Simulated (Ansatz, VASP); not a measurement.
**Ti6AlSiC4 (Ti3Al0.5Si0.5C2, 312 MAX phase) in two plane-wave programs**

Wanted: the spread between two codes on one cell, functional and k mesh. The cell is invented: As first built, before any earlier steps moved the atoms (in the runner's words): 2x2x1 conventional cells of the Ti3AlC2 type (48 atoms: 16 C, 4 Al, 4 Si, 24 Ti); Al/Si share their sites, the best of 600 random draws by like-pair counts in two shells; start lattice by linear mixing of the end members' cells; atoms moved at random by 0.02 A. It may not be a known or stable phase. The structure shown is the start of the Ansatz relaxation below; VASP solves that cell, so the two are compared at the walk's first step.

Method: plane waves, with VASP 6.6.1 beside it; single point at PBE with D3(BJ), in Ansatz 0.2.0.

## 1. The starting structure

The cell holds 48 atoms: 16 C, 4 Al, 4 Si and 24 Ti. Cell: a = 6.151 Å, b = 6.151 Å, c = 18.175 Å, α = 90.0°, β = 90.0°, γ = 120.0°. It derives from Ti3AlC2 (Ti3AlC2 type, space group 194), repeated 2×2×1. As first built, before any earlier steps moved the atoms (in the runner's words): 2x2x1 conventional cells of the Ti3AlC2 type (48 atoms: 16 C, 4 Al, 4 Si, 24 Ti); Al/Si share their sites, the best of 600 random draws by like-pair counts in two shells; start lattice by linear mixing of the end members' cells; atoms moved at random by 0.02 A.

## 2. Ansatz: relaxation, PBE with D3(BJ)

Ansatz runs on its default PAW (the set named soft_2) files.

The two programs are compared at the cell with which this relaxation starts, whose forces are those of its first step.

The input, input.yaml:

```yaml
crystal:
  lattice:
    - [6.151, -4.0e-05, 9.0e-05]
    - [-3.07553, 5.32669, 2.0e-05]
    - [0.00027, 0.00023, 18.17471]
  atoms:
    - { symbol: C, position: [0.16841, 0.3346, 0.57429] }
    - { symbol: C, position: [0.33344, 0.16626, 0.06788] }
    - { symbol: C, position: [0.16839, 0.33462, 0.92615] }
    - { symbol: C, position: [0.33345, 0.16624, 0.43257] }
    - { symbol: C, position: [0.1684, 0.83278, 0.5743] }
    - { symbol: C, position: [0.33448, 0.66677, 0.06864] }
    - { symbol: C, position: [0.16841, 0.83282, 0.92614] }
    - { symbol: C, position: [0.33445, 0.66674, 0.43181] }
    - { symbol: C, position: [0.66781, 0.33343, 0.57334] }
    - { symbol: C, position: [0.83496, 0.16624, 0.06787] }
    - { symbol: C, position: [0.66781, 0.33345, 0.9271] }
    - { symbol: C, position: [0.83496, 0.16621, 0.43257] }
    - { symbol: C, position: [0.66659, 0.83282, 0.5743] }
    - { symbol: C, position: [0.83498, 0.66777, 0.06788] }
    - { symbol: C, position: [0.66658, 0.83281, 0.92614] }
    - { symbol: C, position: [0.83497, 0.66776, 0.43257] }
    - { symbol: Al, position: [0.00122, 0.00031, 0.75022] }
    - { symbol: Al, position: [0.99568, 0.4974, 0.25023] }
    - { symbol: Al, position: [0.50383, 0.00546, 0.25022] }
    - { symbol: Al, position: [0.50374, 0.49734, 0.25022] }
    - { symbol: Si, position: [0.00108, 5.0e-05, 0.25022] }
    - { symbol: Si, position: [0.99225, 0.49571, 0.75023] }
    - { symbol: Si, position: [0.50553, 0.00884, 0.75022] }
    - { symbol: Si, position: [0.50555, 0.49555, 0.75022] }
    - { symbol: Ti, position: [0.00112, 0.0001, 0.9969] }
    - { symbol: Ti, position: [0.00113, 7.0e-05, 0.50354] }
    - { symbol: Ti, position: [0.16689, 0.33164, 0.12809] }
    - { symbol: Ti, position: [0.33639, 0.16768, 0.63355] }
    - { symbol: Ti, position: [0.16688, 0.33158, 0.37235] }
    - { symbol: Ti, position: [0.3364, 0.16772, 0.8669] }
    - { symbol: Ti, position: [0.0031, 0.50108, 0.99699] }
    - { symbol: Ti, position: [0.0031, 0.50106, 0.50345] }
    - { symbol: Ti, position: [0.16687, 0.83431, 0.12809] }
    - { symbol: Ti, position: [0.33447, 0.66671, 0.6361] }
    - { symbol: Ti, position: [0.16691, 0.83429, 0.37236] }
    - { symbol: Ti, position: [0.33449, 0.66676, 0.86434] }
    - { symbol: Ti, position: [0.50015, 0.99812, 0.99699] }
    - { symbol: Ti, position: [0.50016, 0.99809, 0.50345] }
    - { symbol: Ti, position: [0.6678, 0.33341, 0.12589] }
    - { symbol: Ti, position: [0.83351, 0.1677, 0.63355] }
    - { symbol: Ti, position: [0.66779, 0.3334, 0.37455] }
    - { symbol: Ti, position: [0.83352, 0.16774, 0.8669] }
    - { symbol: Ti, position: [0.50014, 0.50106, 0.99699] }
    - { symbol: Ti, position: [0.50015, 0.50105, 0.50345] }
    - { symbol: Ti, position: [0.66959, 0.83431, 0.12809] }
    - { symbol: Ti, position: [0.83355, 0.66484, 0.63356] }
    - { symbol: Ti, position: [0.66958, 0.83428, 0.37235] }
    - { symbol: Ti, position: [0.83353, 0.66489, 0.86689] }
kpoints:
  mp_grid: { grid: [5, 5, 1] }
hamiltonian:
  xc: pbe
  dispersion: d3bj
scf:
  occupations: { method: methfessel_paxton, width: 0.15 }
output:
  forces: true
  stress: true
relax:
  f_tol: 0.02
  max_steps: 25
  cell: { stress_tol: 0.1 }
```

On the command line:

```
ansatz run input.yaml --threads 8 --pin off --max-ram 15360MiB --backend cpu --events-out ev --progress --plain --runs-dir out
```

Numbers of over 12 decimals in the logs are rounded to 6 here.

The log of the run:

```text
The last accepted step is kept in <dir> (removed where the run ends without a failure and the disk answers)
Engine: ansatz 0.2.0, aarch64-unknown-linux-gnu
Pseudopotentials: kind: paw
Pseudopotential: C, paw, valence charge 4, recommended cutoff 420 eV (normal), C.paw.azcp
Pseudopotential: Al, paw, valence charge 3, recommended cutoff 420 eV (normal), Al.paw.azcp
Pseudopotential: Si, paw, valence charge 4, recommended cutoff 420 eV (normal), Si.paw.azcp
Pseudopotential: Ti, paw, valence charge 12, recommended cutoff 420 eV (normal), Ti.paw.azcp
Functional definition: PBE
  parameter kappa = 0.804
  parameter beta = 0.066725
  exchange = pbe_x(kappa = kappa, mu = beta*pi^2/3)
  correlation = pbe_c(beta = beta)
Crystal: 48 atoms, lattice volume = 595.483 Å³
Basis set: ecut = 420 eV, 11635 PW (Γ), exchange–correlation on 90×90×250 points (8 copies of the dense FFT grid, shifted against one another)
Bands: 238, of which v1, the nominal top of the filled ones, is band 190 counted from 1 (189 counted from 0)
Symmetry: 1 space group operations
Space group: P1 (ITA 1), of the structure as read, at distance tolerance 8.4e-5 Å
k-points: 13 of 25 (time reversal used)
Non-local potential: C, projectors of the file, l = 0: 2, l = 1: 2, l = 2: 1
Non-local potential: Al, projectors of the file, l = 0: 2, l = 1: 2, l = 2: 1
Non-local potential: Si, projectors of the file, l = 0: 2, l = 1: 2, l = 2: 2
Non-local potential: Ti, projectors of the file, l = 0: 3, l = 1: 2, l = 2: 3, l = 3: 1
PAW form: soft (Blöchl's): semilocal exchange-correlation on the pseudo side does not see the compensation charge
PAW one-centre angular grid: C, 110 points (default); XC on 64 Gauss nodes
PAW one-centre angular grid: Al, 110 points (default); XC on 64 Gauss nodes
PAW one-centre angular grid: Si, 110 points (default); XC on 64 Gauss nodes
PAW one-centre angular grid: Ti, 590 points (default); XC on 64 Gauss nodes
Initial density: superposition of atomic densities (neutral atoms: chi_scale 0, normalization atom), corrected by the library's trained network
Initial wavefunctions: pseudopotential atomic-orbital guess
Functional: x = pbe(κ = 0.804, μ = 0.219515), c = pbe(β = 0.066725)
SCF iter   1: F=—  HF=-68761.013498 eV  |F-HF|=—  |Δ(HF+E_count)|=         —  Δρ=2.82e-3  dr2=6.91e-1  ethr=1.77e-3  ⟨swp⟩=5.7  Hψ=12399  notcnv=0
preconditioner: auto → Kerker (q_TF=auto, 2.531 Å⁻¹)  [metal: Δε(μ)=0.078 eV  Ē_g=6.019 eV  σ=0.150 eV  W_gap=0.39  n_scr=176 (ndim 8)  ℏωp=20.9 eV  f_vac=0.000  D(μ)=10.07/eV (n_scr^D=52)]
SCF iter   2: F=—  HF=-68760.994880 eV  |F-HF|=—  |Δ(HF+E_count)|=   1.86e-2  S|Δr|=    0.00e0  Δρ=1.64e-3  dr2=3.18e-1  ethr=1.82e-4  ⟨swp⟩=1.0  Hψ=3562  notcnv=0
SCF iter   3: F=—  HF=-68760.980932 eV  |F-HF|=—  |Δ(HF+E_count)|=   1.39e-2  S|Δr|=    0.00e0  Δρ=4.30e-4  dr2=1.98e-2  ethr=8.36e-5  ⟨swp⟩=2.0  Hψ=2982  notcnv=0
SCF iter   4: F=—  HF=-68760.980043 eV  |F-HF|=—  |Δ(HF+E_count)|=   8.90e-4  S|Δr|=    0.00e0  Δρ=2.32e-4  dr2=1.39e-3  ethr=5.21e-6  ⟨swp⟩=2.0  Hψ=2962  notcnv=0
SCF iter   5: F=—  HF=-68760.979964 eV  |F-HF|=—  |Δ(HF+E_count)|=   7.85e-5  S|Δr|=    0.00e0  Δρ=1.05e-4  dr2=2.07e-4  ethr=3.67e-7  ⟨swp⟩=2.0  Hψ=3776  notcnv=0
SCF iter   6: F=—  HF=-68760.979950 eV  |F-HF|=—  |Δ(HF+E_count)|=   1.44e-5  S|Δr|=    0.00e0  Δρ=2.53e-5  dr2=3.22e-5  ethr=5.46e-8  ⟨swp⟩=2.0  Hψ=3769  notcnv=0
SCF iter   7: F=—  HF=-68760.979895 eV  |F-HF|=—  |Δ(HF+E_count)|=   5.45e-5  S|Δr|=    0.00e0  Δρ=7.32e-6  dr2=9.08e-7  ethr=8.49e-9  ⟨swp⟩=2.0  Hψ=4063  notcnv=0
SCF iter   8: F=—  HF=-68760.979895 eV  |F-HF|=—  |Δ(HF+E_count)|=   8.95e-8  S|Δr|=    0.00e0  Δρ=2.67e-6  dr2=1.61e-7  ethr=2.63e-11  ⟨swp⟩=4.0  Hψ=9253  notcnv=0
SCF iter   9: F=-68760.979895 eV  HF=-68760.979895 eV  |F-HF|=6.27e-9  |Δ(HF+E_count)|=   1.08e-8  S|Δr|=    0.00e0  Δρ=7.21e-7  dr2=7.71e-9  ethr=2.63e-11  ⟨swp⟩=3.0  Hψ=8103  notcnv=0
SCF 1 converged in 9 iterations: F = -68760.979895 eV  dr2 = 7.71e-9
  greatest PAW one-centre occupation: 0.999 electrons in one spin orbital (limit 2), on the Ti atom at site 25 (counted from 0), in its partial waves of l = 0
relax step   1: F+E_penalty+E_count = -68760.97989516 eV  Δ(F+E_penalty+E_count) = +0.000e0 eV  max|allowed force component| = 4.173e-2 eV/Å  Δτ_max = 0.0000 Å  P = -6.016 GPa  Ω = 595.483 Å³  (9 SCF iters, dr2 threshold 1.00e-7 eV, accepted)
Crystal: 48 atoms, lattice volume = 567.551 Å³
Basis set: ecut = 420 eV, 11069 PW (Γ), exchange–correlation on 90×90×250 points (8 copies of the dense FFT grid, shifted against one another)
Initial density: handed on by an earlier stage of this run
Initial wavefunctions: those handed on with the density
iter 1 solved again at ethr=7.25e-4 eV; its pass at ethr=3.10e-3 eV (dr2=2.75e0 eV) is discarded
SCF iter   1: F=—  HF=-68761.419964 eV  |F-HF|=—  |Δ(HF+E_count)|=         —  Δρ=9.15e-3  dr2=2.75e0  ethr=7.25e-4  ⟨swp⟩=1.7  Hψ=17538  notcnv=0
[...]
SCF converged after 6 iterations
Stability not checked: this state was not tested for a lower state beside it, because cold or Methfessel-Paxton smearing, or corrected tetrahedra, fill the levels in a way that the test cannot read (fill_not_monotonic; see scf.lower_state_search)
Free energy (F): -68761.367239 eV
[...]
E_kinetic    = 8285.110468
  E_local      = -30675.201524  (includes V_loc(G=0)·N_el)
  E_nonlocal   = 722.228222
  E_hartree    = 13500.949774
  E_xc         = -3539.030280
  E_vxc        = -4252.064908  (∫ρ·V_xc dr)
  E_paw        = -30631.903974  (= ΣΔE_a)
  E_vpaw       = -4205.070373  (= ΣTr[D̂ρ^β])
  E_aug_tail   = 0.003069  (compensation charges beyond the density's cutoff)
  E_ewald      = -26401.080768
  E_disp       = -22.459203  (pairwise vdW)
  E_smearing   = 0.016977  (= −TS)
  E_closure    = 0.000000  (closes the sum)
  Σ components = -68761.367239   (vs F -68761.367239, Δ=0.00e0)
--- Forces (eV/Å), atoms counted from 1 ---
  atom   1  C     -0.00001830    -0.00161211    -0.00668340
  atom   2  C     -0.00182117    -0.00108219    -0.01134768
  atom   3  C      0.00003491    -0.00155508     0.00666751
  atom   4  C     -0.00182021    -0.00109581     0.01135327
  atom   5  C     -0.00132961     0.00084690    -0.00682103
  atom   6  C     -0.00003473    -0.00003132    -0.01073784
  atom   7  C     -0.00140944     0.00080907     0.00676834
  atom   8  C      0.00006606    -0.00009686     0.01068918
  atom   9  C      0.00003491    -0.00003503    -0.00454934
  atom  10  C      0.00185650    -0.00104287    -0.01128754
  atom  11  C      0.00002024     0.00001055     0.00453228
  atom  12  C      0.00183245    -0.00105834     0.01129254
  atom  13  C      0.00149587     0.00071603    -0.00674108
  atom  14  C     -0.00008063     0.00212159    -0.01141511
  atom  15  C      0.00141040     0.00085554     0.00678085
  atom  16  C      0.00001743     0.00212446     0.01133389
  atom  17  Al     0.00003246    -0.00011628    -0.00001035
  atom  18  Al    -0.00768463    -0.00446179     0.00002591
  atom  19  Al    -0.00002969     0.00885666    -0.00000750
  atom  20  Al     0.00766543    -0.00441714    -0.00000438
  atom  21  Si    -0.00000289    -0.00002294    -0.00000520
  atom  22  Si     0.00559452     0.00319492     0.00001503
  atom  23  Si    -0.00002723    -0.00631865    -0.00000731
  atom  24  Si    -0.00557157     0.00329314     0.00000227
[...]
atom  41  Ti     0.00004897    -0.00000431     0.00450113
  atom  42  Ti    -0.00256983     0.00146189     0.00864266
  atom  43  Ti    -0.00358151     0.00211607    -0.00975011
  atom  44  Ti    -0.00358750     0.00212171     0.00975072
  atom  45  Ti     0.00088301     0.00051248    -0.01481917
  atom  46  Ti    -0.00008244    -0.00291485    -0.00867705
  atom  47  Ti     0.00084483     0.00050348     0.01484632
  atom  48  Ti     0.00000153    -0.00293896     0.00867113
  max |Σ_I F_I| component: 2.97e-6 eV/Å
--- Stress (GPa, compression-positive) ---
        0.048238       0.000014       0.000116
        0.000014       0.047684       0.000057
        0.000116       0.000057      -0.000062
  P = ⅓ Tr σ = 0.0320 GPa (0.320 kbar)
--- Relaxed structure (3 steps of the walk, 3 accepted, 1 SCFs on fresh bases) ---
  F+E_penalty+E_count = -68761.36723928 eV   max|allowed force component| = 1.488e-2 eV/Å   (the final SCF, on the basis selected at the relaxed cell)
  cell:  # Å, volume = 574.9675 Å³
    - [6.081308, -3.187034003918684e-6, -3.637906190410639e-6]
    - [-3.040652, 5.266579, -3.327516022402431e-7]
    - [-6.480906906909656e-6, 9.97430314115535e-7, 17.952207]
  atoms:
    - { symbol: C, position: [0.168424, 0.334671, 0.574356] }
    - { symbol: C, position: [0.333449, 0.166241, 0.068284] }
    - { symbol: C, position: [0.168424, 0.334669, 0.926088] }
    - { symbol: C, position: [0.333448, 0.166242, 0.432160] }
    - { symbol: C, position: [0.168423, 0.832785, 0.574356] }
    - { symbol: C, position: [0.334464, 0.666747, 0.069120] }
    - { symbol: C, position: [0.168424, 0.832784, 0.926087] }
    - { symbol: C, position: [0.334462, 0.666749, 0.431324] }
    - { symbol: C, position: [0.667795, 0.333415, 0.573336] }
    - { symbol: C, position: [0.834970, 0.166240, 0.068284] }
    - { symbol: C, position: [0.667796, 0.333413, 0.927108] }
    - { symbol: C, position: [0.834969, 0.166241, 0.432160] }
    - { symbol: C, position: [0.666537, 0.832786, 0.574356] }
    - { symbol: C, position: [0.834971, 0.667761, 0.068284] }
    - { symbol: C, position: [0.666538, 0.832784, 0.926087] }
    - { symbol: C, position: [0.834969, 0.667762, 0.432160] }
    - { symbol: Al, position: [0.00113127, 8.88246494464073e-5, 0.750222] }
    - { symbol: Al, position: [0.996131, 0.497584, 0.250222] }
    - { symbol: Al, position: [0.503632, 0.00508202, 0.250222] }
    - { symbol: Al, position: [0.503629, 0.497580, 0.250222] }
    - { symbol: Si, position: [0.00113006, 8.331148983008772e-5, 0.250222] }
    - { symbol: Si, position: [0.992367, 0.495701, 0.750222] }
    - { symbol: Si, position: [0.505507, 0.00883201, 0.750222] }
    - { symbol: Si, position: [0.505506, 0.495693, 0.750222] }
    - { symbol: Ti, position: [0.00112943, 8.032988255297303e-5, 0.996964] }
    - { symbol: Ti, position: [0.00112827, 8.182311182978022e-5, 0.503480] }
    - { symbol: Ti, position: [0.166804, 0.331429, 0.129287] }
    - { symbol: Ti, position: [0.336435, 0.167733, 0.634371] }
    - { symbol: Ti, position: [0.166802, 0.331430, 0.371157] }
    - { symbol: Ti, position: [0.336435, 0.167731, 0.866073] }
    - { symbol: Ti, position: [0.00305075, 0.501041, 0.997168] }
    - { symbol: Ti, position: [0.00304989, 0.501043, 0.503276] }
    - { symbol: Ti, position: [0.166804, 0.834408, 0.129287] }
    - { symbol: Ti, position: [0.334462, 0.666746, 0.637000] }
    - { symbol: Ti, position: [0.166803, 0.834408, 0.371157] }
    - { symbol: Ti, position: [0.334462, 0.666745, 0.863444] }
    - { symbol: Ti, position: [0.500169, 0.998158, 0.997168] }
    - { symbol: Ti, position: [0.500168, 0.998160, 0.503276] }
    - { symbol: Ti, position: [0.667797, 0.333414, 0.126989] }
    - { symbol: Ti, position: [0.833475, 0.167733, 0.634371] }
    - { symbol: Ti, position: [0.667795, 0.333415, 0.373455] }
    - { symbol: Ti, position: [0.833476, 0.167733, 0.866072] }
    - { symbol: Ti, position: [0.500169, 0.501040, 0.997168] }
    - { symbol: Ti, position: [0.500167, 0.501042, 0.503276] }
    - { symbol: Ti, position: [0.669782, 0.834407, 0.129287] }
    - { symbol: Ti, position: [0.833476, 0.664775, 0.634372] }
    - { symbol: Ti, position: [0.669781, 0.834408, 0.371157] }
    - { symbol: Ti, position: [0.833476, 0.664774, 0.866072] }
[key lines of the parts left out:]
Fermi energy:    13.401398 eV
```

The column dr2 measures how far the density is from self-consistency, as an energy; F and HF (Harris–Foulkes) agree once it is small.

(Continued in part 2 of 2.)

[Lines on the potential files, build, host, timing and source positions are cut from VASP's logs without a mark.]

[Logs are printed without paths, hosts, clocks, repeated set-up lines and the standing remarks that a program may print on its own settings, such as how far it seeks lower states.]

[Hosts, paths, dates, database ids (printed as entryN), source tags and the programs' standing remarks are cut or masked in the printed files.]
